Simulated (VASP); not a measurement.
# ZnGaP (P-6m2) in VASP: a series of runs

One crystal, ZnGaP, is run at these levels: HSE(alpha, omega), PBE; tasks: single point, relaxation of cell and atoms.

Program: VASP 6.6.1. These are calculated values, not measurements. Logs are shortened: lines on timing, memory, paths and dates and some standing lists are left out, and cuts for length are marked.

## Step 1: The crystal as given

It takes space group P-6m2 (No. 187, hexagonal). The conventional cell has a = 4.016 Å, b = 4.016 Å, c = 4.404 Å, α = 90.00°, β = 90.00°, γ = 120.00°. Zn (site symmetry -6m2) has 3 P at 2.32 Å as nearest neighbours. Ga (site symmetry -6m2) is surrounded by 6 Zn at 3.20 Å and 6 P at 3.20 Å. Around P (site symmetry -6m2) lie 3 Zn at 2.32 Å.

The cell was built by a generator and needn't be a form met in nature.

## Step 2: Single point, HSE(alpha, omega)

The input, POSCAR:

```
ZnGaP
1.0
    4.0159400000      0.0000000000      0.0000000000
   -2.0079700000      3.4779100000      0.0000000000
    0.0000000000      0.0000000000      4.4042000000
Zn Ga P
1 1 1
Direct
    0.0000000000      0.0000000000      0.5000000000
    0.6666700000      0.3333300000      0.0000000000
    0.3333300000      0.6666700000      0.5000000000
```

The input, INCAR.step1:

```
  PREC = Accurate
  ENCUT = 520
  EDIFF = 1E-5
  ISMEAR = -1
  SIGMA = 0.05
  LREAL = F
  LASPH = T
  NELM = 100
  ALGO = Normal
  ISIF = 2
  LWAVE = T
  LCHARG = F
  GGA = PE
```

The input, INCAR.step2:

```
  PREC = Accurate
  ENCUT = 520
  EDIFF = 1E-6
  ISMEAR = -1
  SIGMA = 0.05
  LREAL = F
  LASPH = T
  NELM = 100
  ALGO = Normal
  ISIF = 2
  LWAVE = F
  LCHARG = F
  GGA = PE
  LHFCALC = T
  HFSCREEN = 0.2
  AEXX = 0.5
  PRECFOCK = Fast
  ISTART = 1
```

The input, KPOINTS:

```
Automatic mesh
0
Gamma
  4 4 3
```

Potentials or basis: VASP PAW PBE potentials, release 64 (Zn, Ga_d, P).

Launch:

```console
cat potpaw_PBE.64/Zn/POTCAR potpaw_PBE.64/Ga_d/POTCAR potpaw_PBE.64/P/POTCAR > POTCAR
cp INCAR.step1 INCAR
mpirun -np 1 vasp_std > vasp.out
cp INCAR.step2 INCAR
mpirun -np 1 vasp_std > vasp.out
```

OUTCAR:

```text
PREC = Accurate
   ENCUT = 520
   EDIFF = 1E-6
   ISMEAR = -1
   LREAL = F
   LASPH = T
   NELM = 100
   ISIF = 2
   GGA = PE
   LHFCALC = T
   HFSCREEN = 0.2
   AEXX = 0.5
   PRECFOCK = Fast
   ISTART = 1

 ion  position               nearest neighbor table
   1  0.000  0.000  0.500-   3 2.32   3 2.32   3 2.32
   2  0.667  0.333  0.000-
   3  0.333  0.667  0.500-   1 2.32   1 2.32   1 2.32

  LATTYP: Found a hexagonal cell.
 ALAT       =     4.0159400000
 C/A-ratio  =     1.0966797313

  Lattice vectors:

 A1 = (   4.0159400000,   0.0000000000,   0.0000000000)
 A2 = (  -2.0079700000,   3.4779100000,   0.0000000000)
 A3 = (   0.0000000000,   0.0000000000,   4.4042000000)

Analysis of symmetry for initial positions (statically):
=====================================================================
 Subroutine PRICEL returns:
 Original cell was already a primitive cell.

 Routine SETGRP: Setting up the symmetry group for a
 hexagonal supercell.

 Subroutine GETGRP returns: Found  4 space group operations
 (whereof  4 operations were pure point group operations)
 out of a pool of 24 trial point group operations.

The static configuration has the point symmetry C_2v.

Analysis of symmetry for dynamics (positions and initial velocities):
=====================================================================
 Subroutine PRICEL returns:
 Original cell was already a primitive cell.

 Routine SETGRP: Setting up the symmetry group for a
 hexagonal supercell.

 Subroutine GETGRP returns: Found  4 space group operations
 (whereof  4 operations were pure point group operations)
 out of a pool of 24 trial point group operations.

The dynamic configuration has the point symmetry C_2v.

 Subroutine INISYM returns: Found  4 space group operations
 (whereof  4 operations are pure point group operations),
 and found     1 'primitive' translations

----------------------------------------------------------------------------------------

                                     Primitive cell

  volume of cell :      61.5138
[... 79 lines left out ...]
   NELM   =    100;   NELMIN=  2; NELMDL=  0     # of ELM steps
   EDIFF  = 0.1E-05   stopping-criterion for ELM
   LREAL  =      F    real-space projection
   EDIFFG = 0.1E-04   stopping-criterion for IOM
   NSW    =      0    number of steps for IOM
   IBRION =     -1    ionic relax: 0-MD 1-quasi-New 2-CG
   NFREE  =      0    steps in history (QN), initial steepest desc. (CG)
   ISIF   =      2    stress and relaxation
   ISYM   =      3    0-nonsym 1-usesym 2-fastsym
   POTIM  = 0.5000    time-step for ionic-motion
   TEBEG  =    0.0;   TEEND  =   0.0 temperature during run
   PSTRESS=    0.0 pullay stress
   NELECT =      30.0000    total number of electrons
   NUPDOWN=      -1.0000    fix difference up-down
   EMIN   =  10.00;   EMAX   =-10.00  energy-range for DOS
   EFERMI =   0.00;   METHOD = LEGACY
   ISMEAR =    -1;   SIGMA  =   0.05  broadening in eV -4-tet -1-fermi 0-gaus
   EFERMI_NEDOS =   21; number of points for ismear=-14 and -15
   IALGO  =     38    algorithm
   IMIX   =      1    mixing-type and parameters
     AMIX     =   0.40;   BMIX     =  1.00
     AMIX_MAG =   1.60;   BMIX_MAG =  1.00
  volume/ion in A,a.u.               =      20.50       138.37
  Fermi-wavevector in a.u.,A,eV,Ry     =   1.288619  2.435136 22.592989  1.660538
  Thomas-Fermi vector in A             =   2.420561
   LORBIT       =      0    0 simple, 1 ext, 2 COOP (PROOUT), +10 PAW based schemes
   GGA     = PE    functional components
   LHFCALC =     T    Hartree Fock is set to
   PRECFOCK=fast      Normal, Fast or Accurate (Low or Medium for compatibility)
   ENCUT4O =  -1.0   cutoff for four orbital integrals eV
   NKREDX  =     1    reduce k-point grid by
   NKREDY  =     1    reduce k-point grid by
   NKREDZ  =     1    reduce k-point grid by
   AEXX    =    0.5000 exact exchange contribution
   HFSCREEN=    0.2000 screening length (either q_TF or 0.3 A-1)
   HFSCREENC=   0.2000 screening length for correlation (either q_TF or 0.3 A-1)
   ENCUTFOCK=  -1.0 apply spherical cutoff to Coloumb kernel
   IVDW    =     0    specifies the selected vdW correction
   LEPSILON=     F    determine dielectric tensor
   LRPA    =     F    only Hartree local field effects (RPA)
 non-spin polarized calculation
  energy-cutoff  :      520.00
  volume of cell :       61.51
 maximum number of plane-waves:      1678
 NGX is ok and might be reduce to    30
  NGX = 16; NGY = 16; NGZ = 18

 number of electron      29.9999989 magnetization

 Free energy of the ion-electron system (eV)
  ---------------------------------------------------
  ext. energy  EPLUGINS =         0.00000000
  ---------------------------------------------------
  free energy    TOTEN  =       -12.54843546 eV

  energy without entropy =      -12.54552582  energy(sigma->0) =      -12.54698064

 E-fermi :   3.8430     XC(G=0):  -6.5257

 val. band max:        3.7203793664   @ k =   0.0000   0.0000   0.3333
 cond. band min:       4.0587085151   @ k =  -0.2500   0.5000   0.3333
 fundamental gap:      0.3383291487
 Fermi energy:         3.8430339832

 k-point     1 :       0.0000    0.0000    0.0000
  band No.  band energies     occupation
      1     -17.0038      2.00000
      2     -17.0038      2.00000
      3     -17.0019      2.00000
      4     -17.0014      2.00000
      5     -17.0014      2.00000
      6     -11.3082      2.00000
[... 285 lines left out ...]
      6      -9.7670      2.00000
[... 11 lines left out ...]
     18       9.0359      0.00000
     19      10.5322      0.00000

------------------------ aborting loop because EDIFF is reached ----------------------------------------

  FORCE on cell =-STRESS in cart. coord.  units (eV):
  Direction    XX          YY          ZZ          XY          YZ          ZX
  --------------------------------------------------------------------------------------
  -------------------------------------------------------------------------------------
  Total        0.4560950      0.4434328      0.5150059     -0.0109666      0.0000000      0.0000000
  in kB       11.8793676     11.5495711     13.4137498     -0.2856352      0.0000000      0.0000000
  external PRESSURE =      12.2808962 kB  Pullay stress =       0.0000000 kB

 VOLUME and BASIS-vectors are now :
 -----------------------------------------------------------------------------
  energy-cutoff  :      520.00
  volume of cell :       61.51
      direct lattice vectors                 reciprocal lattice vectors
     4.015940000  0.000000000  0.000000000     0.249007704  0.143764502  0.000000000
    -2.007970000  3.477910000  0.000000000     0.000000000  0.287529004  0.000000000
     0.000000000  0.000000000  4.404200000     0.000000000  0.000000000  0.227055992

 POSITION                                       TOTAL-FORCE (eV/Angst)
 -----------------------------------------------------------------------------------
      0.00000      0.00000      2.20210        -0.000135      0.000078      0.000000
      2.00799      1.15929      0.00000        -0.000003      0.000002      0.000000
     -0.00002      2.31862      2.20210         0.000138     -0.000079      0.000000
 -----------------------------------------------------------------------------------
    total drift:                                0.000021      0.000029      0.000018

  FREE ENERGIE OF THE ION-ELECTRON SYSTEM (eV)
  ---------------------------------------------------
  free  energy   TOTEN  =       -12.5484354607 eV

  energy  without entropy=      -12.5455258188  energy(sigma->0) =      -12.54698064
```

OUTCAR.step1:

```text
PREC = Accurate
   ENCUT = 520
   EDIFF = 1E-5
   ISMEAR = -1
   LREAL = F
   LASPH = T
[... 521 lines left out ...]
      0.00000      0.00000      2.20210        -0.000198      0.000114      0.000000
      2.00799      1.15929      0.00000         0.000014     -0.000008      0.000000
     -0.00002      2.31862      2.20210         0.000183     -0.000106      0.000000
 -----------------------------------------------------------------------------------
    total drift:                                0.000021      0.000074      0.000000

  FREE ENERGIE OF THE ION-ELECTRON SYSTEM (eV)
  ---------------------------------------------------
  free  energy   TOTEN  =        -9.0782473133 eV

  energy  without entropy=       -9.0691889893  energy(sigma->0) =       -9.07371815
```

It took 8.9 min on 1 thread of AMD EPYC 7R13 (Zen 3), shared host; peak memory 0.27 GiB.

What came out:

* Free energy: -12.5484 eV
* Pressure: 1.2 GPa
* Band gap on the k mesh: 0.34 eV, indirect (least direct gap 2.73 eV)

Stress tensor (GPa, compression positive):
```
 1.19 -0.03  0.00
-0.03  1.15  0.00
 0.00  0.00  1.34
```

Caveat: the k mesh is coarse (spacing up to 0.48 Å⁻¹), so the values aren't converged, least of all with exact exchange; the PAW data sets were made with another functional, which shifts forces and pressure a little; an odd mesh through Γ misses points on the zone boundary, where band edges often lie.

## Step 3: Single point, HSE(alpha, omega)

POSCAR is that of step 2.

The input, INCAR.step1:

```
SYSTEM = ZnGaP
PREC = Accurate
ENCUT = 520
EDIFF = 1E-5
ISMEAR = -5
SIGMA = 0.5
LREAL = .FALSE.
LASPH = .TRUE.
NELM = 100
ALGO = Normal
ISIF = 2
LWAVE = .TRUE.
LCHARG = .FALSE.
NBANDS = 17
GGA = PE
```

The input, INCAR.step2:

```
SYSTEM = ZnGaP
PREC = Accurate
ENCUT = 520
EDIFF = 1E-6
ISMEAR = -5
SIGMA = 0.5
LREAL = .FALSE.
LASPH = .TRUE.
NELM = 100
ALGO = Normal
ISIF = 2
LWAVE = .FALSE.
LCHARG = .FALSE.
GGA = PE
LHFCALC = .TRUE.
HFSCREEN = 0.2
AEXX = 0.05
PRECFOCK = Fast
NBANDS = 17
ISTART = 1
```

The input, KPOINTS:

```
regular mesh
0
G
  4 4 3
  0 0 0
```

Potentials or basis: VASP PAW PBE potentials, release 64 (Zn, Ga_d, P).

Launch:

```console
cat potpaw_PBE.64/Zn/POTCAR potpaw_PBE.64/Ga_d/POTCAR potpaw_PBE.64/P/POTCAR > POTCAR
cp INCAR.step1 INCAR
mpirun -np 1 vasp_std > vasp.out
cp INCAR.step2 INCAR
mpirun -np 1 vasp_std > vasp.out
```

It took 5.3 min on 1 thread of AMD EPYC 7R13 (Zen 3), shared host; peak memory 0.27 GiB.

It converged, with:

```
Free energy            : -9.3713 eV
Pressure               : 1.7 GPa
Band gap on the k mesh : 0.15 eV, indirect (least direct gap 1.82 eV)
```

Stress tensor (GPa, compression positive):
```
2.09 0.00 0.00
0.00 2.09 0.00
0.00 0.00 0.93
```

Levels at points of the mesh, in eV from the valence-band top:
```
           k point  band 13  band 14  band 15  band 16  band 17
(0.00, 0.00, 0.00)    -2.97    -0.62    -0.62     2.23     2.63
(0.50, 0.00, 0.00)    -2.64    -2.60    -0.78     1.39     1.65
(0.50, 0.50, 0.00)    -2.64    -2.60    -0.78     1.39     1.65
```

Caveat: the k mesh is coarse (spacing up to 0.48 Å⁻¹), so the values aren't converged, least of all with exact exchange; the PAW data sets were made with another functional, which shifts forces and pressure a little; an odd mesh through Γ misses points on the zone boundary, where band edges often lie.

## Step 4: Relaxation of cell and atoms, PBE, target pressure 2 GPa, at which the enthalpy is minimised

The input, INCAR:

```
ALGO = Normal
EDIFF = 1E-7
EDIFFG = -0.005
ENCUT = 600
GGA = PE
IBRION = 2
ISIF = 3
ISMEAR = -1
LASPH = True
LCHARG = False
LREAL = False
LWAVE = False
NELM = 60
NSW = 40
PREC = Accurate
PSTRESS = 20
SIGMA = 0.05
```

The input, KPOINTS:

```
k-points
0
Gamma
  8 8 6
```

POSCAR is that of step 3.

Potentials or basis: VASP PAW PBE potentials, release 64 (Zn, Ga_d, P).

Launch:

```console
cat potpaw_PBE.64/Zn/POTCAR potpaw_PBE.64/Ga_d/POTCAR potpaw_PBE.64/P/POTCAR > POTCAR
mpirun -np 1 vasp_std > vasp.out
```

OUTCAR:

```text
EDIFF = 1E-7
   EDIFFG = -0.005
   ENCUT = 600
   GGA = PE
   IBRION = 2
   ISIF = 3
   ISMEAR = -1
   LASPH = True
   LREAL = False
   NELM = 60
   NSW = 40
   PREC = Accurate
   PSTRESS = 20

 ion  position               nearest neighbor table
   1  0.000  0.000  0.500-   3 2.32   3 2.32   3 2.32
   2  0.667  0.333  0.000-
   3  0.333  0.667  0.500-   1 2.32   1 2.32   1 2.32

  LATTYP: Found a hexagonal cell.
 ALAT       =     4.0159400000
 C/A-ratio  =     1.0966797313

  Lattice vectors:

 A1 = (   4.0159400000,   0.0000000000,   0.0000000000)
 A2 = (  -2.0079700000,   3.4779100000,   0.0000000000)
 A3 = (   0.0000000000,   0.0000000000,   4.4042000000)

Analysis of symmetry for initial positions (statically):
=====================================================================
 Subroutine PRICEL returns:
 Original cell was already a primitive cell.

[... 174 lines left out ...]
 E-fermi :   3.7487     XC(G=0):  -9.9976

 val. band max:        3.7345348581   @ k =  -0.1250   0.2500   0.3333
 cond. band min:       3.8636517938   @ k =  -0.2500   0.5000   0.3333
 fundamental gap:      0.1291169357
 Fermi energy:         3.7486857143

 k-point     1 :       0.0000    0.0000    0.0000
  band No.  band energies     occupation
      1     -10.9858      2.00000
      2     -10.9678      2.00000
      3     -10.9678      2.00000
      4     -10.9666      2.00000
      5     -10.9666      2.00000
      6      -8.1152      2.00000
[... 674 lines left out ...]
--------------------------------------- Ionic step        5  -------------------------------------------

 number of electron      29.9999993 magnetization

 Free energy of the ion-electron system (eV)
  ---------------------------------------------------
  ext. energy  EPLUGINS =         0.00000000
  ---------------------------------------------------
  free energy    TOTEN  =        -9.22768091 eV

  energy without entropy =       -9.22271837  energy(sigma->0) =       -9.22519964

 E-fermi :   4.1791     XC(G=0): -10.2394

 val. band max:        4.0723548476   @ k =  -0.1250   0.2500   0.5000
 cond. band min:       4.1888450738   @ k =   0.0000   0.0000   0.3333
 fundamental gap:      0.1164902262
 Fermi energy:         4.1791180954

 k-point     1 :       0.0000    0.0000    0.0000
  band No.  band energies     occupation
      1     -10.5515      2.00000
      2     -10.5278      2.00000
      3     -10.5278      2.00000
      4     -10.5257      2.00000
      5     -10.5257      2.00000
      6      -7.9944      2.00000
[... 553 lines left out ...]
  energy  without entropy=       -9.2227183726  energy(sigma->0) =       -9.22519964

  enthalpy is  TOTEN    =        -8.4969872532 eV   P V=        0.7306936534

 reached required accuracy - stopping structural energy minimisation
```

OSZICAR:

```text
N       E                     dE             d eps       ncg     rms          rms(c)
DAV:   1     0.172788353885E+03    0.17279E+03   -0.16295E+04  3192   0.253E+03
DAV:   2     0.621446505577E+01   -0.16657E+03   -0.16223E+03  3281   0.432E+02
DAV:   3    -0.932780327699E+01   -0.15542E+02   -0.15181E+02  3628   0.118E+02
[... 44 lines left out ...]
DAV:   5    -0.922767703431E+01    0.34005E-04   -0.86182E-04  3327   0.285E-01    0.243E-02
DAV:   6    -0.922768136312E+01   -0.43288E-05   -0.79025E-05  3683   0.130E-01    0.140E-02
DAV:   7    -0.922768101609E+01    0.34704E-06   -0.10535E-05  3531   0.711E-02    0.420E-03
DAV:   8    -0.922768093540E+01    0.80683E-07   -0.23445E-06  3615   0.280E-02    0.124E-03
DAV:   9    -0.922768090661E+01    0.28795E-07   -0.24263E-07  2677   0.592E-03
   5 F= -.84969873E+01 E0= -.84945060E+01  d E =-.575997E-02
```

It took 2.5 min on 1 thread of Intel Xeon Platinum 8559C (Emerald Rapids), shared host; peak memory 0.29 GiB.

Results:

* Free energy: -9.2277 eV
* Relaxed volume: 19.51 Å³/atom
* Relaxed cell: a = 3.989 Å, b = 3.989 Å, c = 4.249 Å, α = 90.00°, β = 90.00°, γ = 120.00°
* Space group after relaxing (to 0.05 Å): P-6m2 (No. 187)
* Energy change on relaxing (the enthalpy is what falls): +5.9 meV/atom
* Ionic steps: 5
* Pressure after relaxing: 2.0 GPa
* Band gap on the k mesh: none (metal or under the smearing width)

The path:
```
step  energy change (eV)  largest force (eV/Å)  pressure (GPa)  volume (Å³)
   1              0.0000                0.0002            0.05        61.51
   2              0.0137                0.0001            2.05        59.31
   3              0.0137                0.0001            2.05        59.31
   4              0.0138                0.0000            2.03        59.01
   5              0.0176                0.0000            2.03        58.54
```

Final structure:
```
CELL_PARAMETERS angstrom
3.98860 -0.00002 0.00000
-1.99431 3.45422 0.00000
0.00000 0.00000 4.24860
ATOMIC_POSITIONS crystal
Zn 0.00000 0.00000 0.50000
Ga 0.66667 0.33333 0.00000
P 0.33333 0.66667 0.50000
```

Caveat: the cell is relaxed towards a set pressure, so the enthalpy falls and the energy may rise.

## Step 5: Overview

```tsv
task	level	cell	k mesh	cutoff (eV)	smearing	share of exact exchange	grid for exact exchange (PRECFOCK)	target pressure	other keys	mesh quality	gap on the mesh (eV)	pressure (GPa)
single point	HSE(alpha, omega)	as given	4 × 4 × 3	520	fermi-dirac 0.05 eV	0.5	Fast	-	-	coarse	0.34	1.2
single point	HSE(alpha, omega)	as given	4 × 4 × 3	520	tetrahedron	0.05	Fast	-	ISMEAR = -5; SIGMA = 0.5; NBANDS = 17	coarse	0.15	1.7
relaxation of cell and atoms	PBE	relaxed to 2 GPa	8 × 8 × 6	600	fermi-dirac 0.05 eV	-	-	2 GPa	-	not flagged	none	2.0
```

Alike in all rows: potentials or basis VASP PAW PBE potentials, release 64 (Zn, Ga_d, P); no spin polarisation.

Caveats: some runs use coarse meshes; the PAW data sets were made with another functional, which shifts forces and pressure a little (some runs); an odd mesh through Γ misses points on the zone boundary, where band edges often lie (some runs); the cell is relaxed towards a set pressure, so the enthalpy falls and the energy may rise (some runs).

Absolute energies hang on the potentials; compare differences alone.
